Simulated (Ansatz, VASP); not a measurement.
# MoS2: VASP beside Ansatz

Wanted: the spread between two codes on one cell, functional and k mesh. The cell is taken from a series of runs on this material, whose earlier steps may have relaxed, scaled, displaced or heated it; both programs get it as it stands.

Main program and level: Ansatz 0.2.0; plane waves, with VASP 6.6.1 beside it; PBEsol and PBEsol, spin-orbit coupling.

## (1) Set-up

It takes space group P6_3/mmc (No. 194, hexagonal). Conventional cell: a = 3.109 Å, b = 3.109 Å, c = 11.711 Å, α = 90.00°, β = 90.00°, γ = 120.00°. Mo has 6 S at 2.38 Å nearest. Nearest to S lie 3 Mo at 2.38 Å. It derives from Mo1S2. Farther neighbours and most contacts between anions are not listed.

## (2) Ansatz: single point, PBEsol

Ansatz runs on its PAW soft_1 files.

With cell and atoms fixed, the geometry can't cause a difference; cores, projectors, grids and the points listed under the comparison can.

input.yaml reads:

```yaml
crystal:
  lattice:
    - [3.1090582659, 0.0, 0.0]
    - [-1.5545291329, 2.6925234401, 0.0]
    - [0.0, 0.0, 11.7111663891]
  atoms:
    - { symbol: Mo, position: [0.3333333333, 0.6666666667, 0.25] }
    - { symbol: S, position: [0.6666666667, 0.3333333333, 0.3834849812] }
    - { symbol: S, position: [0.6666666667, 0.3333333333, 0.1165150188] }
    - { symbol: Mo, position: [0.6666666667, 0.3333333333, 0.75] }
    - { symbol: S, position: [0.3333333333, 0.6666666667, 0.8834849812] }
    - { symbol: S, position: [0.3333333333, 0.6666666667, 0.6165150188] }
kpoints:
  mp_grid: { grid: [12, 12, 2] }
  band_path:
    path:
      - [[0.0, 0.0, 0.0], [0.5, 0.0, 0.0], [0.33333333, 0.33333333, 0.0], [0.0, 0.0, 0.0], [0.0, 0.0, 0.5], [0.5, 0.0, 0.5], [0.33333333, 0.33333333, 0.5], [0.0, 0.0, 0.5]]
      - [[0.5, 0.0, 0.5], [0.5, 0.0, 0.0]]
      - [[0.33333333, 0.33333333, 0.5], [0.33333333, 0.33333333, 0.0]]
    npoints: 10
hamiltonian:
  xc: pbesol
  pseudopotentials: { kind: paw, azcp: { folder: soft_1 }, xc_functional: pbe }
scf:
  occupations: { method: fermi_dirac, width: 0.02 }
  n_extra_bands: 6
output:
  eigenvalues: true
  forces: true
  stress: true
  write_density: true
  write_potential: true
  elf: true
  volumetric_format: npy
```

The run is started by

```
$ ansatz run input.yaml --threads 2 --pin off --max-ram 92160MiB --backend cuda --events-out ev --progress --plain --runs-dir out --devices 1 --max-vram 13GiB
```

Numbers of over 12 decimals in the logs are rounded to 6 here.

What it wrote:

```text
scf.n_extra_bands = 6 over 26 filled bands (N_el = 52.0): the run solves 32 bands
GPUs: using 1 of 1 available (devices: 1).
Engine: ansatz 0.2.0, x86_64-unknown-linux-gnu
Pseudopotentials: kind: paw
Pseudopotential: Mo, paw, valence charge 14, recommended cutoff 420 eV (normal), soft_1/Mo.paw.azcp
Pseudopotential: S, paw, valence charge 6, recommended cutoff 420 eV (normal), soft_1/S.paw.azcp
Functional definition: PBEsol
  exchange = pbesol_x
  correlation = pbesol_c
device memory: the entry about to start is reckoned to put 2.5 GiB on a device that reports 59.9 GiB free (of which the cap on the GPU budget leaves the run 13.0 GiB)
GPU FFT provider: cuFFT
GPU libraries: cuBLAS 13.8.2, cuFFT 12.4.0, cuSOLVER 12.3.4
Crystal: 6 atoms, lattice volume = 98.037 Å³
Basis set: ecut = 420 eV, 1887 PW (Γ), exchange–correlation on 48×48×160 points (8 copies of the dense FFT grid, shifted against one another)
Bands: 32, of which v1, the nominal top of the filled ones, is band 26 counted from 1 (25 counted from 0)
Symmetry: 24 space group operations
Space group: P63/mmc (ITA 194), of the structure as read, at distance tolerance 4.6e-5 Å
k-points: 38 of 288
Non-local potential: Mo, projectors of the file, l = 0: 3, l = 1: 2, l = 2: 2, l = 3: 1
Non-local potential: S, projectors of the file, l = 0: 2, l = 1: 2, l = 2: 1
PAW form: soft (Blöchl's): semilocal exchange-correlation on the pseudo side does not see the compensation charge
PAW frozen core: Mo, regenerated for the run's functional, and the local potential with it (the file was generated under x = pbe(κ = 0.804, μ = 0.219515), c = pbe(β = 0.066725))
PAW frozen core: S, regenerated for the run's functional, and the local potential with it (the file was generated under x = pbe(κ = 0.804, μ = 0.219515), c = pbe(β = 0.066725))
PAW one-centre angular grid: Mo, 590 points (default); XC on 64 Gauss nodes
PAW one-centre angular grid: S, 110 points (default); XC on 64 Gauss nodes
Initial density: superposition of atomic densities (chi_scale 0.1, normalization cell, long waves kept (reshape's long-wave potential 0.06 eV rms))
Initial wavefunctions: pseudopotential atomic-orbital guess
GPU buffer pool allocated for 46080 grid points (all kernels)
GPU transforms: local potential and band sums: pruned to the plane-wave sphere, on 24×24×80
Functional: x = pbesol(κ = 0.804, μ = 0.123457), c = pbesol(β = 0.046)
SCF iter   1: F=—  HF=-13341.933399 eV  |F-HF|=—  |Δ(HF+E_count)|=         —  Δρ=6.13e-2  dr2=4.71e0  ethr=3.10e-3  ⟨swp⟩=9.5  Hψ=6885  notcnv=0
preconditioner: auto → Resta (q_TF=auto, 2.455 Å⁻¹)  ε∞=8.2  [insulator: Δε(μ)=0.401 eV  Ē_g=8.379 eV  σ=0.020 eV  W_gap=1.00  n_scr=26 (ndim 8)  ℏωp=22.5 eV  f_vac=0.000  D(μ)=0.00/eV (n_scr^D=0)  ε∞_Penn≈8.2]
SCF iter   2: F=—  HF=-13340.726257 eV  |F-HF|=—  |Δ(HF+E_count)|=    1.21e0  Δρ=3.22e-2  dr2=1.32e0  ethr=3.10e-3  ⟨swp⟩=2.4  Hψ=2267  notcnv=0  defer=19
SCF iter   3: F=—  HF=-13340.311664 eV  |F-HF|=—  |Δ(HF+E_count)|=   4.15e-1  Δρ=5.44e-3  dr2=3.63e-2  ethr=2.53e-3  ⟨swp⟩=3.0  Hψ=2202  notcnv=0  defer=19
SCF iter   4: F=—  HF=-13340.306279 eV  |F-HF|=—  |Δ(HF+E_count)|=   5.39e-3  Δρ=1.16e-3  dr2=1.60e-3  ethr=6.98e-5  ⟨swp⟩=2.6  Hψ=2338  notcnv=0  defer=19
SCF iter   5: F=—  HF=-13340.307052 eV  |F-HF|=—  |Δ(HF+E_count)|=   7.73e-4  Δρ=3.64e-4  dr2=1.61e-4  ethr=3.07e-6  ⟨swp⟩=2.6  Hψ=2488  notcnv=0  defer=19
SCF iter   6: F=—  HF=-13340.307162 eV  |F-HF|=—  |Δ(HF+E_count)|=   1.11e-4  Δρ=6.37e-5  dr2=3.81e-6  ethr=3.09e-7  ⟨swp⟩=2.0  Hψ=1831  notcnv=0  defer=19
SCF iter   7: F=—  HF=-13340.307183 eV  |F-HF|=—  |Δ(HF+E_count)|=   2.01e-5  Δρ=1.45e-5  dr2=1.78e-7  ethr=7.32e-9  ⟨swp⟩=2.0  Hψ=1918  notcnv=0  defer=19
SCF iter   8: F=-13340.307183 eV  HF=-13340.307183 eV  |F-HF|=5.84e-10  |Δ(HF+E_count)|=   2.21e-7  Δρ=2.51e-6  dr2=7.62e-9  ethr=1.92e-10  ⟨swp⟩=14.3  Hψ=10006  notcnv=0
SCF 1 converged in 8 iterations: F = -13340.307183 eV  dr2 = 7.62e-9
  greatest PAW one-centre occupation: 0.999 electrons in one spin orbital (limit 2), on the Mo atom at site 3 (counted from 0), in its partial waves of l = 0
device memory: the entry about to start is reckoned to put 1.2 GiB on a device that reports 57.8 GiB free (of which the cap on the GPU budget leaves the run 13.0 GiB)
NSCF: frozen V_eff on 93 k-points
SCF converged after 8 iterations
Free energy (F): -13340.307183 eV
Harris-Foulkes:  -13340.307183 eV  (|F-HF|=5.84e-10)
Internal energy: -13340.307183 eV  (E = F + TS)
E sigma→0 (E₀):  -13340.307183 eV
Entropy (-TS):   -0.000000 eV (-0.000 meV/atom)
Fermi energy:    12.742162 eV
--- Per-component energies (eV) ---
  E_band       = -242.614541
  E_kinetic    = 1274.541705
  E_local      = -3502.079637  (includes V_loc(G=0)·N_el)
  E_nonlocal   = 438.684993
  E_hartree    = 1340.049637
  E_xc         = -706.195440
  E_vxc        = -773.771952  (∫ρ·V_xc dr)
  E_paw        = -8677.561980  (= ΣΔE_a)
  E_vpaw       = -360.091307  (= ΣTr[D̂ρ^β])
  E_aug_tail   = 0.000081  (compensation charges beyond the density's cutoff)
  E_ewald      = -3508.412938
  E_core_change = 0.666397  (= ΣΔE_core)
  E_smearing   = -0.000000  (= −TS)
  E_closure    = 0.000000  (closes the sum)
  Σ components = -13340.307183   (vs F -13340.307183, Δ=0.00e0)
--- Forces (eV/Å), atoms counted from 1 ---
  atom   1  Mo     0.00000000    -0.00000000     0.00000000
  atom   2  S      0.00000000    -0.00000000    -0.01519062
  atom   3  S      0.00000000    -0.00000000     0.01519062
  atom   4  Mo    -0.00000000     0.00000000     0.00000000
  atom   5  S     -0.00000000     0.00000000    -0.01519062
  atom   6  S     -0.00000000     0.00000000     0.01519062
  max |Σ_I F_I| component: 1.97e-17 eV/Å
--- Stress (GPa, compression-positive) ---
        4.033812       0.000000       0.000000
        0.000000       4.033812       0.000000
        0.000000       0.000000       4.186273
  P = ⅓ Tr σ = 4.0846 GPa (40.846 kbar)
--- Band table (eV; the first three rows and the last of 38) ---
  k-point 0: bands = [... 22 lower, 10.2263, 10.8889, 11.5243, 12.4876, 14.5216, 14.5216, 14.5705, 14.5705, ... 2 higher]
  k-point 1: bands = [... 22 lower, 10.1803, 10.1803, 12.2274, 12.2274, 14.5180, 14.5180, 14.5180, 14.5180, ... 2 higher]
  k-point 2: bands = [... 22 lower, 10.2764, 10.9188, 11.5923, 12.2065, 14.4152, 14.4545, 14.4816, 14.5266, ... 2 higher]
  k-point 37: bands = [... 22 lower, 9.3198, 9.3198, 11.5586, 11.5586, 13.5356, 13.5356, 14.4728, 14.4728, ... 2 higher]
```

## (3) VASP: single point, PBEsol

The same cell, functional, mesh and smearing now go to VASP, with its own data sets.

Lines of VASP's logs that name or quote its potential files are left out, and so is its time.

INCAR reads:

```
SYSTEM = MoS2
PREC = Accurate
ENCUT = 500
EDIFF = 1E-06
NELM = 120
ISMEAR = -1
SIGMA = 0.02
LREAL = .FALSE.
ALGO = Normal
GGA = PS
NBANDS = 32
LASPH = .TRUE.
LORBIT = 11
LWAVE = .FALSE.
LCHARG = .FALSE.
ISIF = 2
GGA_COMPAT = .FALSE.
EFERMI = MIDGAP
KPAR = 2
```

POSCAR reads:

```
MoS2
1.0
    3.1090582659      0.0000000000      0.0000000000
   -1.5545291329      2.6925234401      0.0000000000
    0.0000000000      0.0000000000     11.7111663891
Mo S
2 4
Direct
    0.3333333334      0.6666666668      0.2500000000
    0.6666666668      0.3333333334      0.7500000000
    0.6666666668      0.3333333334      0.3834849812
    0.6666666668      0.3333333334      0.1165150188
    0.3333333334      0.6666666668      0.8834849812
    0.3333333334      0.6666666668      0.6165150188
```

KPOINTS reads:

```
Automatic mesh
0
Gamma
12 12 2
0 0 0
```

Potentials, in the order of the species: Mo_sv and S (PBE family, release 64).

The run is started by

```
$ mpirun -np 2 vasp_std
```

What it wrote:

```text
[banner, memory and clock lines left out]
running    2 mpi-ranks, on    1 nodes
 distrk:  each k-point on    1 cores,    2 groups
 distr:  one band on    1 cores,    1 groups

 POSCAR found type information on POSCAR MoS
 POSCAR found :  2 types and       6 ions
|                                                                             |
|               ----> ADVICE to this user running VASP <----                  |
|                                                                             |
|     You enforced a specific xc type in the INCAR file but a different       |
|     [... a line on the potential file left out ...]
|     I HOPE YOU KNOW WHAT YOU ARE DOING!                                     |
|                                                                             |

 LDA part: xc-table for (Slater+PW92), standard interpolation
 POSCAR, INCAR and KPOINTS ok, starting setup
 FFT: planning ... GRIDC
 FFT: planning ... GRID_SOFT
 FFT: planning ... GRID
 WAVECAR not read
 entering main loop
       N       E                     dE             d eps       ncg     rms          rms(c)
DAV:   1     0.438749979637E+03    0.43875E+03   -0.29210E+04  2672   0.151E+03
DAV:   2    -0.269823729840E+02   -0.46573E+03   -0.45413E+03  3016   0.393E+02
DAV:   3    -0.490954813330E+02   -0.22113E+02   -0.21928E+02  3080   0.764E+01
DAV:   4    -0.495581769427E+02   -0.46270E+00   -0.46096E+00  2984   0.108E+01
DAV:   5    -0.495691028488E+02   -0.10926E-01   -0.10921E-01  3056   0.155E+00    0.383E+01
DAV:   6    -0.474638714939E+02    0.21052E+01   -0.16519E+01  2680   0.231E+01    0.133E+01
DAV:   7    -0.471626679213E+02    0.30120E+00   -0.77225E+00  2688   0.145E+01    0.869E+00
DAV:   8    -0.468023483847E+02    0.36032E+00   -0.14376E+00  2984   0.685E+00    0.326E+00
DAV:   9    -0.468131861282E+02   -0.10838E-01   -0.14490E-01  3160   0.182E+00    0.142E+00
DAV:  10    -0.468041545826E+02    0.90315E-02   -0.57034E-02  2944   0.140E+00    0.309E-01
DAV:  11    -0.468041036235E+02    0.50959E-04   -0.26811E-03  3072   0.291E-01    0.185E-01
DAV:  12    -0.468040453898E+02    0.58234E-04   -0.23072E-04  2904   0.791E-02    0.105E-01
DAV:  13    -0.468040329944E+02    0.12395E-04   -0.18979E-04  3160   0.699E-02    0.247E-02
DAV:  14    -0.468040331546E+02   -0.16018E-06   -0.19702E-05  2896   0.259E-02    0.290E-02
DAV:  15    -0.468040327341E+02    0.42054E-06   -0.15992E-06  2184   0.802E-03
   1 F= -.46804033E+02 E0= -.46804033E+02  d E =-.772782E-08
```

From OUTCAR (step 3):

```text
ion  position               nearest neighbor table
   1  0.333  0.667  0.250-   3 2.38   4 2.38   3 2.38   4 2.38   3 2.38   4 2.38
   2  0.667  0.333  0.750-   5 2.38   6 2.38   5 2.38   6 2.38   5 2.38   6 2.38
   3  0.667  0.333  0.383-   1 2.38   1 2.38   1 2.38
   4  0.667  0.333  0.117-   1 2.38   1 2.38   1 2.38
   5  0.333  0.667  0.883-   2 2.38   2 2.38   2 2.38
   6  0.333  0.667  0.617-   2 2.38   2 2.38   2 2.38

  LATTYP: Found a hexagonal cell.
 ALAT       =     3.1090582659
 C/A-ratio  =     3.7667889719

 Subroutine GETGRP returns: Found 24 space group operations
 (whereof 12 operations were pure point group operations)

The static configuration has the point symmetry D_3d.
 The point group associated with its full space group is D_6h.

 Found     38 irreducible k-points:

   k-points           NKPTS =     38   k-points in BZ     NKDIM =     38   number of bands    NBANDS=     32

   dimension x,y,z NGX =    24 NGY =   24 NGZ =   90
   dimension x,y,z NGXF=    48 NGYF=   48 NGZF=  180

   ENCUT  =  500.0 eV  36.75 Ry    6.06 a.u.   5.67  5.67 21.35*2*pi/ulx,y,z

   NELECT =      52.0000    total number of electrons

 k-points in reciprocal lattice and weights: Automatic mesh
   0.00000000  0.00000000  0.00000000       0.003
   0.08333333  0.00000000  0.00000000       0.021
   0.16666667  0.00000000  0.00000000       0.021
   0.25000000  0.00000000  0.00000000       0.021
   0.33333333  0.00000000  0.00000000       0.021
   0.41666667  0.00000000  0.00000000       0.021
   0.50000000  0.00000000  0.00000000       0.010
   0.08333333  0.08333333  0.00000000       0.021
   0.16666667  0.08333333  0.00000000       0.042
[...]
0.33333333  0.25000000  0.50000000       0.042
   0.33333333  0.33333333  0.50000000       0.007

 average (electrostatic) potential at core
       1 -73.2849       2 -73.2849       3 -83.3976       4 -83.3976       5 -83.3976
       6 -83.3976

 E-fermi :   9.0314

 k-point     1 :       0.0000    0.0000    0.0000
  band No.  band energies     occupation
    ...
     22       6.5228      2.00000
     23       6.5228      2.00000
     24       7.1832      2.00000
     25       7.8042      2.00000
     26       8.7673      2.00000
     27      10.8189      0.00000
     28      10.8189      0.00000
     29      10.8686      0.00000
     30      10.8687      0.00000
     31      10.9260      0.00000
    ...

 k-point     2 :       0.0833    0.0000    0.0000
  band No.  band energies     occupation
    ...
     22       6.3460      2.00000
     23       6.5717      2.00000
     24       7.2127      2.00000
     25       7.8705      2.00000
     26       8.4870      2.00000
     27      10.7150      0.00000
     28      10.7566      0.00000
     29      10.7769      0.00000
     30      10.8221      0.00000
     31      10.9350      0.00000
    ...

 k-point     3 :       0.1667    0.0000    0.0000
  band No.  band energies     occupation
    ...
     22       5.9317      2.00000
     23       6.5069      2.00000
     24       7.2248      2.00000
     25       7.6001      2.00000
     26       7.7647      2.00000
     27      10.1686      0.00000
     28      10.4610      0.00000
     29      10.5831      0.00000
     30      10.8327      0.00000
     31      10.8821      0.00000
    ...

  Total        2.4528337      2.4528337      2.5275523      0.0000000      0.0000000      0.0000000
  in kB       40.0857662     40.0857662     41.3068649      0.0000000      0.0000000      0.0000000
  external PRESSURE =      40.4927991 kB  Pullay stress =       0.0000000 kB

  energy-cutoff  :      500.00
  volume of cell :       98.04
      direct lattice vectors                 reciprocal lattice vectors
     3.109058266  0.000000000  0.000000000     0.321640804  0.185699405  0.000000000
    -1.554529133  2.692523440  0.000000000     0.000000000  0.371398809  0.000000000
     0.000000000  0.000000000 11.711166389     0.000000000  0.000000000  0.085388591

 POSITION                                       TOTAL-FORCE (eV/Angst)
 -----------------------------------------------------------------------------------
      0.00000      1.79502      2.92779         0.000000     -0.000000     -0.000000
      1.55453      0.89751      8.78337        -0.000000      0.000000     -0.000000
      1.55453      0.89751      4.49106         0.000000     -0.000000     -0.019818
      1.55453      0.89751      1.36453         0.000000     -0.000000      0.019818
      0.00000      1.79502     10.34664        -0.000000      0.000000     -0.019818
      0.00000      1.79502      7.22011        -0.000000      0.000000      0.019818
 -----------------------------------------------------------------------------------
    total drift:                               -0.000000     -0.000001      0.000000

  FREE ENERGIE OF THE ION-ELECTRON SYSTEM (eV)
  ---------------------------------------------------
  free  energy   TOTEN  =       -46.8040327341 eV

  energy  without entropy=      -46.8040327264  energy(sigma->0) =      -46.80403273

 total charge
# of ion       s       p       d       tot
------------------------------------------
    1        2.305   6.239   4.028  12.572
    2        2.305   6.239   4.028  12.572
    3        1.360   2.331   0.000   3.692
    4        1.360   2.331   0.000   3.692
    5        1.360   2.331   0.000   3.692
    6        1.360   2.331   0.000   3.692
--------------------------------------------------
tot         10.051  21.802   8.056  39.910

[... 3 further parts left out ...]
```

This run has no spin polarisation, so a moment on Mo, if there is one, isn't seen.

## (4) Side by side

Known differences besides the potentials themselves: the cutoff is 420 eV in Ansatz and 500 eV in VASP; Ansatz makes its cores anew for this functional, VASP keeps those of its PBE data sets. Total energies have different zeros and are not compared.

The two programs side by side:

```csv
quantity,Ansatz,VASP,difference
pressure (GPa),4.08,4.05,+0.04
gap on the k mesh (eV),0.545,0.564,-0.019
```

The largest component of a force difference here is 5 meV/Å. A gap on the mesh is an upper bound, since the band edges may lie between its points.

(Part 1 of 2 ends here.)

[Lines on the potential files, build, host, timing and source positions are cut from VASP's logs without a mark.]

[Logs are printed without paths, hosts, clocks, repeated set-up lines and the standing remarks that a program may print on its own settings, such as how far it seeks lower states.]

[Hosts, paths, dates, database ids (printed as entryN), source tags and the programs' standing remarks are cut or masked in the printed files.]
